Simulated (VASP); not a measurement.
A convergence study with VASP on BaS (rock salt): one setting is varied, all else stays as given below, so the limit is that of these other settings.

```yaml
crystal:
  lattice:
    - [0.00000, 3.19500, 3.19500]
    - [3.19500, 0.00000, 3.19500]
    - [3.19500, 3.19500, 0.00000]
  atoms:
    - { symbol: Ba, position: [0.00000, 0.00000, 0.00000] }
    - { symbol: S, position: [0.50000, 0.50000, 0.50000] }
```

These are PBE GGA, VASP's PBE PAW potentials (set 64) (plane waves; VASP) values and carry that method's errors. The tightest run used: 550 eV cut-off, 16×16×16 Γ-centred mesh, Gaussian smearing of 0.050 eV, potentials Ba_sv S.

```
setting     E (eV/atom)  pressure (GPa)  irreducible k-points
----------  -----------  --------------  --------------------
1×1×1 mesh      -2.0241           18.97                     1
2×2×2 mesh      -4.9444            2.69                     3
3×3×3 mesh      -5.0765            1.60                     4
```

Problem. These are the cheaper rows. Estimate the results at 16×16×16 mesh, and how far the last row shown lies from them.

Solution. 
```
quantity        tightest run  last row shown is off by
--------------  ------------  ------------------------
E (eV/atom)          -5.0928                    0.0163
pressure (GPa)          1.37                      0.22
```

Left out are rungs that failed or repeat a setting and relaxations that didn't move; long series are thinned to 24 rows.

The compound is BaS in the rock salt structure. The cell was not relaxed at this level.
